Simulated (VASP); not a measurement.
# Al3Si2F (I-4m2) in VASP: density of states with PBE

Aim: the density of states of Al3Si2F with PBE.

Program: VASP 6.6.1. These are calculated values, not measurements. Logs are shortened: lines on timing, memory, paths and dates and some standing lists are left out, and cuts for length are marked.

## 1. Starting point

Symmetry: I-4m2, No. 119, tetragonal system. Conventional cell: a = 4.240 Å, b = 4.240 Å, c = 12.062 Å, α = 90.00°, β = 90.00°, γ = 90.00°. Al (site symmetry -4m2) is surrounded by 4 Si at 2.52 Å. Al (site symmetry 2mm) has 2 F at 2.14 Å as nearest neighbours. Si (site symmetry 2mm) is surrounded by 6 Al at 2.51 to 2.87 Å. F (site symmetry -4m2) is surrounded by 4 Al at 2.14 Å.

The cell was built by a generator and needn't be a form met in nature.

## 2. Density of states, PBE

Input file POSCAR:

```
Al3Si2F                                 
1.0
   -2.1197884077      2.1197884077      6.0308642922
    2.1197884077     -2.1197884077      6.0308642922
    2.1197884077      2.1197884077     -6.0308642922
  Al              Si              F             
     3     2     1
Direct
     0.7500000000000000    0.2500000000000000    0.5000000000000000
     0.4757886214403946    0.9757886214403946    0.5000000000000000
     0.0242113785596054    0.5242113785596054    0.5000000000000000
     0.6363136213900220    0.6363136213900220    0.0000000000000000
     0.3636863786099780    0.3636863786099780    0.0000000000000000
     0.0000000000000000    1.0000000000000000    1.0000000000000000
```

Input file INCAR.step1:

```
SYSTEM = Al3Si2F
ALGO = Normal ; EDIFF = 1E-6
ENCUT = 520 ; GGA = PE
ISIF = 2 ; ISMEAR = 0
KPAR = 4 ; LASPH = .TRUE.
LCHARG = .TRUE. ; LREAL = .FALSE.
LWAVE = .FALSE. ; NELM = 60
PREC = Accurate ; SIGMA = 0.1
```

Input file KPOINTS.step1:

```
k-points
0
G
  10 10 10
  0 0 0
```

Input file INCAR.step2:

```
SYSTEM = Al3Si2F
ALGO = Normal ; EDIFF = 1E-6
ENCUT = 520 ; GGA = PE
ICHARG = 11 ; ISIF = 2
ISMEAR = -5 ; KPAR = 4
LASPH = .TRUE. ; LCHARG = .FALSE.
LORBIT = 11 ; LREAL = .FALSE.
LWAVE = .FALSE. ; NEDOS = 1001
NELM = 60 ; PREC = Accurate
SIGMA = 0.1
```

Input file KPOINTS.step2:

```
k-points
0
G
  15 15 15
  0 0 0
```

Potentials or basis: VASP PAW PBE potentials, release 64 (Al, Si, F).

Launch:

```bash
> cat potpaw_PBE.64/Al/POTCAR potpaw_PBE.64/Si/POTCAR potpaw_PBE.64/F/POTCAR > POTCAR
> cp INCAR.step1 INCAR
> cp KPOINTS.step1 KPOINTS
> mpirun -np 4 vasp_std > vasp.out
> cp INCAR.step2 INCAR
> cp KPOINTS.step2 KPOINTS
> mpirun -np 4 vasp_std > vasp.out
```

OUTCAR:

```text
SYSTEM = Al3Si2F
   EDIFF = 1E-6
   ENCUT = 520
   GGA = PE
   ICHARG = 11
   ISIF = 2
   ISMEAR = -5
   LASPH = .TRUE.
   LORBIT = 11
   LREAL = .FALSE.
   NELM = 60
   PREC = Accurate

 ion  position               nearest neighbor table
   1  0.750  0.250  0.500-   5 2.52   4 2.52   5 2.52   4 2.52   3 3.31   2 3.31
   2  0.476  0.976  0.500-   6 2.14   6 2.14   5 2.51   5 2.51   4 2.87   4 2.87   3 3.05   3 3.05
                             3 3.05   3 3.05   1 3.31
   3  0.024  0.524  0.500-   6 2.14   6 2.14   4 2.51   4 2.51   5 2.87   5 2.87   2 3.05   2 3.05
                             2 3.05   2 3.05   1 3.31
   4  0.636  0.636  0.000-   3 2.51   3 2.51   1 2.52   1 2.52   2 2.87   2 2.87
   5  0.364  0.364  0.000-   2 2.51   2 2.51   1 2.52   1 2.52   3 2.87   3 2.87
   6  0.000  0.000  0.000-   3 2.14   2 2.14   3 2.14   2 2.14

  LATTYP: Found a body centered tetragonal cell.
 ALAT       =     4.2395768154
 C/A-ratio  =     2.8450312636

  Lattice vectors:

 A1 = (  -2.1197884077,   2.1197884077,   6.0308642922)
 A2 = (   2.1197884077,  -2.1197884077,   6.0308642922)
 A3 = (   2.1197884077,   2.1197884077,  -6.0308642922)

Analysis of symmetry for initial positions (statically):
=====================================================================
 Subroutine PRICEL returns:
 Original cell was already a primitive cell.

 Routine SETGRP: Setting up the symmetry group for a
 body centered tetragonal supercell.

 Subroutine GETGRP returns: Found  8 space group operations
 (whereof  8 operations were pure point group operations)
 out of a pool of 16 trial point group operations.

The static configuration has the point symmetry D_2d.

Analysis of symmetry for dynamics (positions and initial velocities):
=====================================================================
 Subroutine PRICEL returns:
 Original cell was already a primitive cell.

 Routine SETGRP: Setting up the symmetry group for a
 body centered tetragonal supercell.

 Subroutine GETGRP returns: Found  8 space group operations
 (whereof  8 operations were pure point group operations)
 out of a pool of 16 trial point group operations.

The dynamic configuration has the point symmetry D_2d.

 Subroutine INISYM returns: Found  8 space group operations
 (whereof  8 operations are pure point group operations),
 and found     1 'primitive' translations

----------------------------------------------------------------------------------------

[... 120 lines left out ...]
   IMIX   =      4    mixing-type and parameters
     AMIX     =   0.40;   BMIX     =  1.00
     AMIX_MAG =   1.60;   BMIX_MAG =  1.00
  volume/ion in A,a.u.               =      18.07       121.92
  Fermi-wavevector in a.u.,A,eV,Ry     =   0.990384  1.871555 13.345423  0.980861
  Thomas-Fermi vector in A             =   2.122051
   LORBIT       =     11    0 simple, 1 ext, 2 COOP (PROOUT), +10 PAW based schemes
   GGA     = PE    functional components
   LHFCALC =     F    Hartree Fock is set to
   AEXX    =    0.0000 exact exchange contribution
   IVDW    =     0    specifies the selected vdW correction
   LEPSILON=     F    determine dielectric tensor
   LRPA    =     F    only Hartree local field effects (RPA)
 non-spin polarized calculation
 Fermi weights with tetrahedron method with Bloechl corrections
  energy-cutoff  :      520.00
  volume of cell :      108.40
 maximum number of plane-waves:      2939
 NGX is ok and might be reduce to    50

 number of electron      23.9999995 magnetization

 Free energy of the ion-electron system (eV)
  ---------------------------------------------------
  ext. energy  EPLUGINS =         0.00000000
  ---------------------------------------------------
  free energy    TOTEN  =       -26.17987600 eV

  energy without entropy =      -26.17987600  energy(sigma->0) =      -26.17987600

 E-fermi :   5.9236     XC(G=0):  -9.4373

 val. band max:        5.9503843218   @ k =   0.2000   0.1333   0.0667
 cond. band min:       5.8844864831   @ k =  -0.1333  -0.1333   0.1333
 fundamental gap:     -0.0658978388
 Fermi energy:         5.9236087382

 k-point     1 :       0.0000    0.0000    0.0000
  band No.  band energies     occupation
      1     -20.5240      2.00000
      2      -4.5894      2.00000
      3      -2.9925      2.00000
      4      -2.9925      2.00000
      5      -2.4542      2.00000
      6      -0.5981      2.00000
[... 433 lines left out ...]
      3      -3.1512      2.00000
      4      -2.7685      2.00000
      5      -2.2458      2.00000
      6      -1.0139      2.00000
[... 8 lines left out ...]
     15       8.6604      0.00000
     16       9.0313      0.00000

 [... further k-points ...]

------------------------ aborting loop because EDIFF is reached ----------------------------------------

  FORCE on cell =-STRESS in cart. coord.  units (eV):
  Direction    XX          YY          ZZ          XY          YZ          ZX
  --------------------------------------------------------------------------------------
  -------------------------------------------------------------------------------------
  Total        0.0062691      0.0062691      0.0432694      0.0000000      0.0000000      0.0000000
  in kB        0.0926599      0.0926599      0.6395389      0.0000000      0.0000000      0.0000000
  external PRESSURE =       0.2749529 kB  Pullay stress =       0.0000000 kB

 VOLUME and BASIS-vectors are now :
 -----------------------------------------------------------------------------
  energy-cutoff  :      520.00
  volume of cell :      108.40
      direct lattice vectors                 reciprocal lattice vectors
    -2.119788408  2.119788408  6.030864292     0.000000000  0.235872599  0.082906856
     2.119788408 -2.119788408  6.030864292     0.235872599  0.000000000  0.082906856
     2.119788408  2.119788408 -6.030864292     0.235872599  0.235872599  0.000000000

 POSITION                                       TOTAL-FORCE (eV/Angst)
 -----------------------------------------------------------------------------------
     -0.00000      2.11979      3.01543        -0.000000      0.000000     -0.000000
      2.11979      0.00000      5.73883         0.000000     -0.000000     -0.014105
      2.11979      0.00000      0.29203         0.000000     -0.000000      0.014105
      0.00000      0.00000      7.67504        -0.000000      0.000000     -0.005927
      0.00000      0.00000      4.38669        -0.000000      0.000000      0.005927
      0.00000      0.00000      0.00000        -0.000000      0.000000     -0.000000
 -----------------------------------------------------------------------------------
    total drift:                               -0.000000      0.000000     -0.000000

  FREE ENERGIE OF THE ION-ELECTRON SYSTEM (eV)
  ---------------------------------------------------
  free  energy   TOTEN  =       -26.1798759985 eV

  energy  without entropy=      -26.1798759985  energy(sigma->0) =      -26.17987600

 total charge

# of ion       s       p       d       tot
------------------------------------------
    1        0.438   0.340   0.000   0.778
    2        0.428   0.292   0.000   0.720
    3        0.428   0.292   0.000   0.720
    4        0.779   0.897   0.000   1.676
    5        0.779   0.897   0.000   1.676
    6        1.749   4.354   0.000   6.104
--------------------------------------------------
tot          4.601   7.073   0.000  11.673
```

OSZICAR.step1:

```text
N       E                     dE             d eps       ncg     rms          rms(c)
DAV:   1     0.749155210501E+02    0.74916E+02   -0.94588E+03  3264   0.124E+03
DAV:   2    -0.209814830136E+02   -0.95897E+02   -0.94522E+02  4448   0.187E+02
DAV:   3    -0.270600423870E+02   -0.60786E+01   -0.60337E+01  4248   0.522E+01
DAV:   4    -0.271169185510E+02   -0.56876E-01   -0.56848E-01  4296   0.551E+00
DAV:   5    -0.271178571144E+02   -0.93856E-03   -0.93852E-03  4464   0.676E-01    0.637E+00
DAV:   6    -0.262752712857E+02    0.84259E+00   -0.26873E+00  3536   0.118E+01    0.327E+00
DAV:   7    -0.261843403108E+02    0.90931E-01   -0.33592E-01  4184   0.368E+00    0.149E+00
DAV:   8    -0.261818125048E+02    0.25278E-02   -0.58852E-02  4096   0.147E+00    0.452E-01
DAV:   9    -0.261818992949E+02   -0.86790E-04   -0.14705E-02  4040   0.987E-01    0.137E-01
DAV:  10    -0.261817157542E+02    0.18354E-03   -0.16771E-03  4200   0.410E-01    0.898E-02
DAV:  11    -0.261818244384E+02   -0.10868E-03   -0.79653E-04  4104   0.224E-01    0.267E-02
DAV:  12    -0.261818327530E+02   -0.83146E-05   -0.94724E-05  4320   0.949E-02    0.666E-03
DAV:  13    -0.261818354400E+02   -0.26870E-05   -0.11193E-05  4080   0.337E-02    0.303E-03
DAV:  14    -0.261818357827E+02   -0.34275E-06   -0.17907E-06  2888   0.106E-02
   1 F= -.26181836E+02 E0= -.26178181E+02  d E =-.731041E-02
```

Run time: 2.4 min. Hardware: 4 MPI ranks of Intel Xeon 6975P-C (Granite Rapids), shared host; peak memory 0.66 GiB.

Results:

* Valence electrons inside the program's atomic spheres: Al 0.78, 0.72; Si 1.68; F 6.10

States per cell in windows of 0.5 eV (zero at the Fermi level; states under -8 eV left out):
```csv
from (eV),total,F6_p,Si4_p,Si5_p,Al1_p,Si4_s,Si5_s
-8.0,1.46,0.62,0.00,0.00,0.01,0.10,0.10
-7.5,1.74,0.75,0.00,0.00,0.01,0.14,0.14
-7.0,0.26,0.10,0.00,0.00,0.00,0.02,0.02
-6.5,0.02,0.00,0.00,0.00,0.00,0.00,0.00
-6.0,0.57,0.03,0.03,0.03,0.01,0.01,0.01
-5.5,0.95,0.05,0.05,0.05,0.01,0.02,0.02
-5.0,0.56,0.03,0.03,0.03,0.01,0.01,0.01
-4.5,1.17,0.09,0.06,0.06,0.01,0.02,0.02
-4.0,0.90,0.07,0.06,0.06,0.02,0.02,0.02
-3.5,1.45,0.09,0.10,0.10,0.04,0.02,0.02
-3.0,1.54,0.06,0.12,0.12,0.05,0.02,0.02
-2.5,1.31,0.04,0.11,0.11,0.04,0.01,0.01
-2.0,0.63,0.01,0.06,0.06,0.02,0.01,0.01
-1.5,1.05,0.01,0.09,0.09,0.04,0.01,0.01
-1.0,1.23,0.01,0.11,0.11,0.04,0.01,0.01
-0.5,0.66,0.01,0.05,0.05,0.02,0.01,0.01
0.0,0.88,0.01,0.05,0.05,0.02,0.01,0.01
0.5,0.96,0.02,0.04,0.04,0.03,0.01,0.01
1.0,1.10,0.02,0.04,0.04,0.04,0.01,0.01
1.5,1.21,0.03,0.04,0.04,0.04,0.02,0.02
2.0,1.32,0.03,0.04,0.04,0.05,0.01,0.01
2.5,1.24,0.03,0.04,0.04,0.05,0.02,0.02
3.0,1.13,0.04,0.03,0.03,0.03,0.02,0.02
3.5,0.19,0.01,0.01,0.01,0.00,0.00,0.00
4.0,0.00,0.00,0.00,0.00,0.00,0.00,0.00
4.5,0.00,0.00,0.00,0.00,0.00,0.00,0.00
```

Caveat: tetrahedron occupations give inexact forces and stress in metals.
